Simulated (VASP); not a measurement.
# CuF (P6_3mc) in VASP: single point with r2SCAN

Aim: the single point of CuF with r2SCAN.

Program: VASP 6.6.1. These are calculated values, not measurements. Logs are shortened: lines on timing, memory, paths and dates and some standing lists are left out, and cuts for length are marked.

**1. The cell of the first run**

The structure is hexagonal, space group P6_3mc (No. 186). Conventional cell: a = 2.640 Å, b = 2.640 Å, c = 6.862 Å, α = 90.00°, β = 90.00°, γ = 120.00°. Cu (site symmetry 3m) is surrounded by 4 F at 1.90 to 2.16 Å. F (site symmetry 3m) has 4 Cu at 1.90 to 2.16 Å as nearest neighbours.

The cell was built by a generator and needn't be a form met in nature.

**2. Single point, r2SCAN (epitaxial_xy strain -5.4%)**

POSCAR reads:

```
CuF
1.0
    2.6402438335      0.0000000000      0.0000000000
   -1.3201219168      2.2865182320      0.0000000000
    0.0000000000      0.0000000000      6.8624108319
Cu F
2 2
Direct
    0.3333333333      0.6666666667      0.0491955594
    0.6666666667      0.3333333333      0.5491955594
    0.3333333333      0.6666666667      0.3258044406
    0.6666666667      0.3333333333      0.8258044406
```

INCAR.step1 reads:

```
PREC = Accurate ; ENCUT = 520
ISMEAR = -1 ; SIGMA = 0.02
LREAL = F ; LASPH = T
NELM = 100 ; NBANDS = 26
GGA = PE ; ALGO = Normal
EDIFF = 1E-4 ; LWAVE = T
LCHARG = F
```

INCAR.step2 reads:

```
PREC = Accurate ; ENCUT = 520
EDIFF = 1E-6 ; ISMEAR = -1
SIGMA = 0.02 ; LREAL = F
LASPH = T ; NELM = 100
ALGO = Normal ; ISIF = 2
LWAVE = F ; LCHARG = F
METAGGA = R2SCAN ; LMIXTAU = T
NBANDS = 26 ; ISTART = 1
```

KPOINTS reads:

```
Automatic mesh
0
Gamma
  12 12 4
```

Potentials or basis: VASP PAW PBE potentials, release 64 (Cu, F).

Run with:

```
cat potpaw_PBE.64/Cu/POTCAR potpaw_PBE.64/F/POTCAR > POTCAR
cp INCAR.step1 INCAR
mpirun -np 1 vasp_std > vasp.out
cp INCAR.step2 INCAR
mpirun -np 1 vasp_std > vasp.out
```

OUTCAR:

```text
PREC = Accurate
   ENCUT = 520
   EDIFF = 1E-6
   ISMEAR = -1
   LREAL = F
   LASPH = T
   NELM = 100
   ISIF = 2
   METAGGA = R2SCAN
   ISTART = 1

 ion  position               nearest neighbor table
   1  0.333  0.667  0.049-   3 1.90   4 2.16   4 2.16   4 2.16
   2  0.667  0.333  0.549-   4 1.90   3 2.16   3 2.16   3 2.16
   3  0.333  0.667  0.326-   1 1.90   2 2.16   2 2.16   2 2.16
   4  0.667  0.333  0.826-   2 1.90   1 2.16   1 2.16   1 2.16

  LATTYP: Found a hexagonal cell.
 ALAT       =     2.6402438335
 C/A-ratio  =     2.5991579811

  Lattice vectors:

 A1 = (   2.6402438335,   0.0000000000,   0.0000000000)
 A2 = (  -1.3201219168,   2.2865182320,   0.0000000000)
 A3 = (   0.0000000000,   0.0000000000,   6.8624108319)

Analysis of symmetry for initial positions (statically):
=====================================================================
 Subroutine PRICEL returns:
 Original cell was already a primitive cell.

 Routine SETGRP: Setting up the symmetry group for a
 hexagonal supercell.

 Subroutine GETGRP returns: Found 12 space group operations
 (whereof  6 operations were pure point group operations)
 out of a pool of 24 trial point group operations.

The static configuration has the point symmetry C_3v.
 The point group associated with its full space group is C_6v.

Analysis of symmetry for dynamics (positions and initial velocities):
=====================================================================
 Subroutine PRICEL returns:
 Original cell was already a primitive cell.

 Routine SETGRP: Setting up the symmetry group for a
 hexagonal supercell.

 Subroutine GETGRP returns: Found 12 space group operations
 (whereof  6 operations were pure point group operations)
 out of a pool of 24 trial point group operations.

The dynamic configuration has the point symmetry C_3v.
 The point group associated with its full space group is C_6v.

 Subroutine INISYM returns: Found 12 space group operations
 (whereof  6 operations are pure point group operations),
 and found     1 'primitive' translations

----------------------------------------------------------------------------------------

                                     Primitive cell

  volume of cell :      41.4281

  direct lattice vectors                    reciprocal lattice vectors
     2.640243834  0.000000000  0.000000000     0.378752897  0.218673087  0.000000000
    -1.320121917  2.286518232  0.000000000     0.000000000  0.437346174  0.000000000
     0.000000000  0.000000000  6.862410832     0.000000000  0.000000000  0.145721383

  length of vectors
     2.640243834  2.640243834  6.862410832     0.437346174  0.437346174  0.145721383

  position of ions in fractional coordinates (direct lattice)
     0.333333333  0.666666667  0.049195559
     0.666666667  0.333333333  0.549195559
     0.333333333  0.666666667  0.325804441
     0.666666667  0.333333333  0.825804441

  ion indices of the primitive-cell ions
   primitive index   ion index
                 1           1
                 2           2
                 3           3
                 4           4

----------------------------------------------------------------------------------------

 KPOINTS: Automatic mesh

Automatic generation of k-mesh.
 Grid dimensions read from file:
 generate k-points for:   12   12    4

 Generating k-lattice:

  Cartesian coordinates                     Fractional coordinates (reciprocal lattice)
     0.031562741  0.018222757  0.000000000     0.083333333  0.000000000  0.000000000
     0.000000000  0.036445514  0.000000000     0.000000000  0.083333333  0.000000000
     0.000000000  0.000000000  0.036430346     0.000000000  0.000000000  0.250000000

  Length of vectors
     0.036445514  0.036445514  0.036430346

  Shift w.r.t. Gamma in fractional coordinates (k-lattice)
     0.000000000  0.000000000  0.000000000

 Subroutine IBZKPT returns following result:
 ===========================================

 Found     57 irreducible k-points:

 Following reciprocal coordinates:
            Coordinates               Weight
  0.000000  0.000000  0.000000      1.000000
  0.083333  0.000000  0.000000      6.000000
  0.166667  0.000000  0.000000      6.000000
  0.250000  0.000000  0.000000      6.000000
  0.333333  0.000000  0.000000      6.000000
  0.416667  0.000000  0.000000      6.000000
[... 16 lines left out ...]
  0.250000  0.000000  0.250000     12.000000
  0.333333  0.000000  0.250000     12.000000
 [... further k-points ...]
   k-points           NKPTS =     57   k-points in BZ     NKDIM =     57   number of bands    NBANDS=     26
   number of dos      NEDOS =    301   number of ions     NIONS =      4
   total plane-waves  NPLWV =  21600
   dimension x,y,z NGX =    20 NGY =   20 NGZ =   54
   dimension x,y,z NGXF=    40 NGYF=   40 NGZF=  108
   ions per type =               2   2
   NGX,Y,Z   is equivalent  to a cutoff of  12.59, 12.59, 13.08 a.u.
   NGXF,Y,Z  is equivalent  to a cutoff of  25.19, 25.19, 26.16 a.u.
 SYSTEM =  unknown system
   PREC   = accura    normal or accurate (medium, high low for compatibility)
   ISTART =      1    job   : 0-new  1-cont  2-samecut
   ICHARG =      0    charge: 1-file 2-atom 10-const
   ISPIN  =      1    spin polarized calculation?
   LNONCOLLINEAR =      F non collinear calculations
   LSORBIT =      F    spin-orbit coupling
   LASPH  =      T    aspherical Exc in radial PAW
   ENCUT  =  520.0 eV  38.22 Ry    6.18 a.u.   4.91  4.91 12.76*2*pi/ulx,y,z
   NELM   =    100;   NELMIN=  2; NELMDL=  0     # of ELM steps
   EDIFF  = 0.1E-05   stopping-criterion for ELM
   LREAL  =      F    real-space projection
   EDIFFG = 0.1E-04   stopping-criterion for IOM
   NSW    =      0    number of steps for IOM
   IBRION =     -1    ionic relax: 0-MD 1-quasi-New 2-CG
   NFREE  =      0    steps in history (QN), initial steepest desc. (CG)
   ISIF   =      2    stress and relaxation
   ISYM   =      2    0-nonsym 1-usesym 2-fastsym
   POTIM  = 0.5000    time-step for ionic-motion
   TEBEG  =    0.0;   TEEND  =   0.0 temperature during run
   PSTRESS=    0.0 pullay stress
   NELECT =      36.0000    total number of electrons
   NUPDOWN=      -1.0000    fix difference up-down
   EMIN   =  10.00;   EMAX   =-10.00  energy-range for DOS
   EFERMI =   0.00;   METHOD = LEGACY
   ISMEAR =    -1;   SIGMA  =   0.02  broadening in eV -4-tet -1-fermi 0-gaus
   EFERMI_NEDOS =   21; number of points for ismear=-14 and -15
   IALGO  =     38    algorithm
   IMIX   =      4    mixing-type and parameters
     AMIX     =   0.40;   BMIX     =  1.00
     AMIX_MAG =   1.60;   BMIX_MAG =  1.00
  volume/ion in A,a.u.               =      10.36        69.89
  Fermi-wavevector in a.u.,A,eV,Ry     =   1.562226  2.952179 33.205699  2.440550
  Thomas-Fermi vector in A             =   2.665176
   LORBIT       =      0    0 simple, 1 ext, 2 COOP (PROOUT), +10 PAW based schemes
   METAGGA = R2SCAN    functional components
   LHFCALC =     F    Hartree Fock is set to
   AEXX    =    0.0000 exact exchange contribution
   IVDW    =     0    specifies the selected vdW correction
   LEPSILON=     F    determine dielectric tensor
   LRPA    =     F    only Hartree local field effects (RPA)
 non-spin polarized calculation
  energy-cutoff  :      520.00
  volume of cell :       41.43
 maximum number of plane-waves:      1140
 NGX is ok and might be reduce to    20
   NGX =  9   NGY =  9   NGZ = 25

 number of electron      36.0000011 magnetization

 Free energy of the ion-electron system (eV)
  ---------------------------------------------------
  ext. energy  EPLUGINS =         0.00000000
  ---------------------------------------------------
  free energy    TOTEN  =       -32.08248440 eV

  energy without entropy =      -32.08248278  energy(sigma->0) =      -32.08248359

 E-fermi :   4.6037     XC(G=0): -12.3535

 val. band max:        4.3992992240   @ k =   0.4167   0.0833   0.0000
 cond. band min:       4.7386356101   @ k =   0.0000   0.0000   0.0000
 fundamental gap:      0.3393363861
 Fermi energy:         4.6037451926

 k-point     1 :       0.0000    0.0000    0.0000
  band No.  band energies     occupation
      1     -21.1889      2.00000
      2     -21.0486      2.00000
      3      -4.2312      2.00000
      4      -2.6387      2.00000
      5       0.3022      2.00000
      6       0.3022      2.00000
[... 18 lines left out ...]
     25      27.6883      0.00000
     26      27.6884      0.00000

 k-point     2 :       0.0833    0.0000    0.0000
  band No.  band energies     occupation
      1     -21.1425      2.00000
      2     -21.0069      2.00000
      3      -4.1152      2.00000
      4      -2.5983      2.00000
      5      -0.1141      2.00000
      6       0.2587      2.00000
[... 18 lines left out ...]
     25      26.3774      0.00000
     26      26.4706      0.00000

 k-point     3 :       0.1667    0.0000    0.0000
  band No.  band energies     occupation
      1     -21.0127      2.00000
      2     -20.8911      2.00000
      3      -3.7953      2.00000
      4      -2.4930      2.00000
      5      -0.8071      2.00000
      6      -0.3478      2.00000
[... 18 lines left out ...]
     25      23.1122      0.00000
     26      24.8806      0.00000

 k-point     4 :       0.2500    0.0000    0.0000
  band No.  band energies     occupation
      1     -20.8296      2.00000
      2     -20.7290      2.00000
      3      -3.3573      2.00000
      4      -2.3669      2.00000
      5      -1.5377      2.00000
      6      -1.1567      2.00000
[... 18 lines left out ...]
     25      20.8834      0.00000
     26      23.1564      0.00000
[... 496 lines left out ...]
      1     -20.9953      2.00000
      2     -20.9093      2.00000
      3      -3.6419      2.00000
      4      -2.7427      2.00000
      5      -0.6907      2.00000
      6      -0.3849      2.00000
[... 18 lines left out ...]
     25      22.8236      0.00000
     26      25.0832      0.00000

 k-point    23 :       0.2500    0.0000    0.2500
  band No.  band energies     occupation
      1     -20.8148      2.00000
      2     -20.7439      2.00000
      3      -3.2415      2.00000
      4      -2.5651      2.00000
      5      -1.4318      2.00000
      6      -1.1849      2.00000
[... 18 lines left out ...]
     25      22.0427      0.00000
     26      23.5058      0.00000

 k-point    24 :       0.3333    0.0000    0.2500
  band No.  band energies     occupation
      1     -20.6265      2.00000
      2     -20.5731      2.00000
      3      -2.8686      2.00000
      4      -2.4804      2.00000
      5      -2.0175      2.00000
      6      -1.8849      2.00000
[... 18 lines left out ...]
     25      21.9929      0.00000
     26      22.5992      0.00000

 [... further k-points ...]

------------------------ aborting loop because EDIFF is reached ----------------------------------------

  FORCE on cell =-STRESS in cart. coord.  units (eV):
  Direction    XX          YY          ZZ          XY          YZ          ZX
  --------------------------------------------------------------------------------------
  -------------------------------------------------------------------------------------
  Total        2.2729665      2.2729665      0.3260814     -0.0000000      0.0000000      0.0000000
  in kB       87.9039096     87.9039096     12.6107577     -0.0000000      0.0000000      0.0000000
  external PRESSURE =      62.8061923 kB  Pullay stress =       0.0000000 kB

 VOLUME and BASIS-vectors are now :
 -----------------------------------------------------------------------------
  energy-cutoff  :      520.00
  volume of cell :       41.43
      direct lattice vectors                 reciprocal lattice vectors
     2.640243834  0.000000000  0.000000000     0.378752897  0.218673087  0.000000000
    -1.320121917  2.286518232  0.000000000     0.000000000  0.437346174  0.000000000
     0.000000000  0.000000000  6.862410832     0.000000000  0.000000000  0.145721383

 POSITION                                       TOTAL-FORCE (eV/Angst)
 -----------------------------------------------------------------------------------
     -0.00000      1.52435      0.33760        -0.000000      0.000000     -0.042832
      1.32012      0.76217      3.76881         0.000000     -0.000000     -0.042832
     -0.00000      1.52435      2.23580        -0.000000      0.000000      0.042832
      1.32012      0.76217      5.66701        -0.000000     -0.000000      0.042832
 -----------------------------------------------------------------------------------
    total drift:                                0.000002      0.000003      0.035346

  FREE ENERGIE OF THE ION-ELECTRON SYSTEM (eV)
  ---------------------------------------------------
  free  energy   TOTEN  =       -32.0824844007 eV

  energy  without entropy=      -32.0824827822  energy(sigma->0) =      -32.08248359
```

Wall time 2.8 min (1 thread of Intel Xeon Platinum 8488C (Sapphire Rapids), shared host); peak memory 0.19 GiB.

What came out:

* Free energy: -32.0825 eV
* Pressure: 6.3 GPa
* Largest force: 0.043 eV/Å
* Band gap on the k mesh: 0.34 eV, indirect (least direct gap 0.85 eV)

Forces in eV/Å, atoms in the order of the input:
```
Cu   0.000  0.000 -0.043
Cu   0.000  0.000 -0.043
F    0.000  0.000  0.043
F    0.000  0.000  0.043
```

Stress tensor (GPa, compression positive):
```
8.79 0.00 0.00
0.00 8.79 0.00
0.00 0.00 1.26
```

Caveat: the PAW data sets were made with another functional, which shifts forces and pressure a little.
